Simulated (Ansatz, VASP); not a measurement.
## NaY: VASP beside Ansatz

```
Na Y
1.0
     3.99230    0.00000    0.00000
     0.00000    3.99230    0.00000
     0.00000    0.00000    3.99230
Na Y
1 1
Direct
  0.00000 0.00000 0.00000
  0.50000 0.50000 0.50000
```

Change from the starting cell: species swapped into the HoAu type (Pm-3m, No. 221).

Alike in both runs: functional PBE; k mesh 6 × 6 × 6; occupations gaussian, width 0.1 eV; no spin polarisation.

Ansatz relaxed the structure, and its values are those at the end. VASP's run is a single point on that final structure, the one shown.

|  | VASP | Ansatz |
| --- | --- | --- |
| version | VASP 6.6.1 | Ansatz 0.2.0 |
| potentials or method | VASP PAW PBE potentials, release 64 (Na_pv, Y_sv) | scalar-relativistic, plane waves, PAW |
| plane-wave cutoff (eV) | 520 | 420 |
| valence electrons in the cell | 18 | 20 |

|  | VASP | Ansatz | Ansatz less VASP |
| --- | --- | --- | --- |
| gap on the k mesh at the Fermi level (eV) | none | none | - |
| pressure (GPa) | 0.4 | 0.4 | -0.01 |

A gap of «none» marks a metal or a gap that the smearing closes. The functional is the same, so the differences come from potentials, cutoffs and numerics. The two sets of potentials don't hold the same shells in valence.
